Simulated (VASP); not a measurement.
# Coverage series on ZrN(001)

How do binding energy and the level below the vacuum change as the layer fills? Model: ZrN(001), 2 x 2, four layers.

Program: VASP 6.6.1. Level of theory: PBEsol; plane waves and PAW (Zr_sv, N, O), in the first sound run; inputs show where later runs differ. Results are calculated unless marked as measured.

Most raw output is cut from this account.

**1. Starting point**

The cell holds 35 atoms: 16 Zr, 16 N and 3 O. Its edges and angles: a = 6.449 Å, b = 6.449 Å, c = 24.540 Å, α = 90.0°, β = 90.0°, γ = 90.0°. It derives from ZrN. Vacuum lies along c.

**2. Relax the state, PBEsol**

State “3 of 4 Zr sites hold O”: the free atoms relax, with the lowest layers held.

Level: PBEsol; plane waves and PAW (Zr_sv, N, O).

Contents of INCAR:

```
SYSTEM = Zr16N16O3
PREC = Normal
ENCUT = 400
EDIFF = 1E-05
NELM = 120
ISMEAR = 1
SIGMA = 0.1
LREAL = Auto
ALGO = Fast
GGA = PS
NBANDS = 176
LASPH = .TRUE.
LORBIT = 11
LWAVE = .FALSE.
LCHARG = .FALSE.
KPAR = 4
NCORE = 2
IBRION = 2
NSW = 80
ISIF = 2
EDIFFG = -0.04
POTIM = 0.4
MAXMIX = 40
IDIPOL = 3
LDIPOL = .TRUE.
DIPOL = 0.5 0.5 0.483
ISYM = 2
```

Contents of POSCAR:

```
Zr16N16O3
1.0
    6.4488138440      0.0000000000      0.0000000000
    0.0000000000      6.4488138440      0.0000000000
    0.0000000000      0.0000000000     24.5400000000
Zr N O
16 16 3
Selective dynamics
Direct
    0.0000000000      0.0000000000      0.3259983700  F F F
    0.0000000000      0.5000000000      0.3259983700  F F F
    0.5000000000      0.0000000000      0.3259983700  F F F
    0.5000000000      0.5000000000      0.3259983700  F F F
    0.2500000000      0.2500000000      0.4189079050  F F F
    0.2500000000      0.7500000000      0.4189079050  F F F
    0.7500000000      0.2500000000      0.4189079050  F F F
    0.7500000000      0.7500000000      0.4189079050  F F F
[... 23 atom lines left out ...]
    0.5000000000      0.5000000000      0.6047269760  T T T
    0.2500000000      0.2500000000      0.6740016300  T T T
    0.2500000000      0.7500000000      0.6740016300  T T T
    0.7500000000      0.7500000000      0.6740016300  T T T
```

Contents of KPOINTS:

```
Automatic mesh
0
Gamma
4 4 1
0 0 0
```

The projector-augmented-wave data sets are Zr_sv, N and O (PBE family, release 64).

Launch:

```
> mpirun -np 8 vasp_std
```

The job ended after 57 min (8 MPI ranks of Intel Xeon Platinum 8259CL at 2.50GHz (Skylake/Cascade Lake), shared host; peak memory 4 GiB).

Numbers from this step:

| Property | Result |
| --- | --- |
| energy(sigma→0) of the program | -357.4434 eV |
| ionic steps | 49 |

**3. Potential of the state, PBEsol**

State “3 of 4 Zr sites hold O”: a tighter run that also writes the potential.

Level: PBEsol; plane waves and PAW (Zr_sv, N, O).

Contents of INCAR:

```
SYSTEM = Zr16N16O3
PREC = Normal
ENCUT = 400
EDIFF = 1E-06
NELM = 120
ISMEAR = 1
SIGMA = 0.1
LREAL = Auto
ALGO = Fast
GGA = PS
NBANDS = 176
LASPH = .TRUE.
LORBIT = 11
LWAVE = .FALSE.
LCHARG = .FALSE.
KPAR = 4
NCORE = 2
IDIPOL = 3
LDIPOL = .TRUE.
DIPOL = 0.5 0.5 0.487
LVHAR = .TRUE.
LVACPOTAV = .TRUE.
NEDOS = 1500
```

Contents of POSCAR:

```
Zr16N16O3
1.0
    6.4488138440      0.0000000000      0.0000000000
    0.0000000000      6.4488138440      0.0000000000
    0.0000000000      0.0000000000     24.5400000000
Zr N O
16 16 3
Selective dynamics
Direct
    0.0000000000      0.0000000000      0.3259983700  F F F
    0.0000000000      0.5000000000      0.3259983700  F F F
    0.5000000000      0.0000000000      0.3259983700  F F F
    0.5000000000      0.5000000000      0.3259983700  F F F
    0.2500000000      0.2500000000      0.4189079050  F F F
    0.2500000000      0.7500000000      0.4189079050  F F F
    0.7500000000      0.2500000000      0.4189079050  F F F
    0.7500000000      0.7500000000      0.4189079050  F F F
[... 23 atom lines left out ...]
    0.5075742011      0.4924257989      0.6019457317  T T T
    0.2500000000      0.2500000000      0.6973609135  T T T
    0.2500000000      0.7500000000      0.6923362306  T T T
    0.7500000000      0.7500000000      0.6973609135  T T T
```

KPOINTS is that of step 2.

Launch:

```
> mpirun -np 8 vasp_std
```

Wall time 5 min (8 MPI ranks); peak memory 3.4 GiB.

This run gave:

| Property | Result |
| --- | --- |
| energy(sigma→0) of the program | -357.4434 eV |
| work function, upper and lower side | 8.66, 2.07 eV |

VASP warns that it found no field-free region by its own threshold; the planar potential, read 60 % of the way from the top atom to the cell's edge, stands at 8.67 eV above the Fermi level.

**4. Free molecule: O2, PBEsol**

Each gas relaxes alone in a box.

Level: PBEsol, spin-polarised from a ferromagnetic start; plane waves and PAW (O).

System, named by how it was started: O2. The cell holds 2 atoms: 2 O. Cell: a = 10.000 Å, b = 10.500 Å, c = 13.000 Å, α = 90.0°, β = 90.0°, γ = 90.0°. Vacuum lies along a, b and c.

Contents of INCAR:

```
SYSTEM = O
PREC = Normal
ENCUT = 400
EDIFF = 1E-05
NELM = 120
ISMEAR = 0
SIGMA = 0.01
LREAL = Auto
ALGO = Normal
GGA = PS
NBANDS = 14
ISPIN = 2
MAGMOM = 1 0.2
LASPH = .TRUE.
LORBIT = 11
LWAVE = .FALSE.
LCHARG = .FALSE.
NCORE = 4
IBRION = 2
NSW = 60
ISIF = 2
EDIFFG = -0.03
POTIM = 0.4
MAXMIX = 40
ISYM = 0
```

Contents of POSCAR:

```
O
1.0
   10.0000000000      0.0000000000      0.0000000000
    0.0000000000     10.5000000000      0.0000000000
    0.0000000000      0.0000000000     13.0000000000
O
2
Direct
    0.5000000000      0.5000000000      0.4534615400
    0.5000000000      0.5000000000      0.5465384600
```

Contents of KPOINTS:

```
Automatic mesh
0
Gamma
1 1 1
0 0 0
```

Potentials, in the order of the species: O (PBE family, release 64).

Launch:

```
> mpirun -np 16 vasp_gam
```

It took 13 s on 16 MPI ranks; peak memory 2.8 GiB; 3.2 min of CPU time.

This run gave:

| Item | Value |
| --- | --- |
| energy(sigma→0) of the program | -10.2726 eV |
| ionic steps | 4 |

**5. All members**

The other members went through these steps as far as the tables show, with one cutoff; 6 runs are not shown. The session took 27 core hours (wall time by ranks) on a shared machine.

Mean binding energy of one O against half of O2; static energies, no zero-point or thermal terms; level: Fermi level of a metal, highest filled level otherwise.

```
                 state  coverage in layers  from state  gas taken up (+) or given off (-)  energy, PBEsol (eV)
                 clean                   0                                                                    
1 of 4 Zr sites hold O                0.25       clean                            +0.5 O2                -2.96
2 of 4 Zr sites hold O                0.50       clean                              +1 O2                -2.60
3 of 4 Zr sites hold O                0.75       clean                            +1.5 O2                -2.15
4 of 4 Zr sites hold O                1.00       clean                              +2 O2                -1.77
```

A blank entry does not apply, was not run or did not finish.

```
                 state  level below the vacuum (eV)  gap (eV)  nearest pair between the added atoms and the rest  its distance (Å)
                 clean                         2.20      0.00                                                                     
1 of 4 Zr sites hold O                         5.18      0.00                                               O-Zr              1.78
2 of 4 Zr sites hold O                         7.45      0.00                                               O-Zr              1.76
3 of 4 Zr sites hold O                         8.66      0.00                                               O-Zr              1.74
4 of 4 Zr sites hold O                         9.93      0.00                                               O-Zr              1.73
```

**6. Results**

```json
{"binding at 0.25 layers": "-2.96 eV", "binding at 1 layers": "-1.77 eV"}
```

**Reading.** From 0.25 to 1 layers the mean binding weakens by 1.19 eV. The differential binding, step by step, is -2.25, -1.25, -0.61 eV an atom. The level below the vacuum on the upper side spans 2.20 eV (“clean”) to 9.93 eV (“4 of 4 Zr sites hold O”). Vacuum levels are VASP's own where it printed one and read from the planar potential otherwise; the two differ by up to about 0.05 eV, so smaller differences between rows mean nothing. The work function of the untouched lower face drifts by 0.65 eV over the series, a sign that the slab may be too thin to part the two faces. The crystal is taken in the rock-salt form at a typed lattice constant, and the added atoms are held on top sites by symmetry. The slabs ran without spin polarisation, which may matter for added atoms with open shells. One start was relaxed for each state, in a small cell at high coverage; entropy of the gases, which favours steps that give off gas, is left out.

[Lines on the potential files, build, host, timing and source positions are cut from VASP's logs without a mark.]

[Logs are printed without paths, hosts, clocks, repeated set-up lines and the standing remarks that a program may print on its own settings, such as how far it seeks lower states.]

[Hosts, paths, dates, database ids (printed as entryN), source tags and the programs' standing remarks are cut or masked in the printed files.]
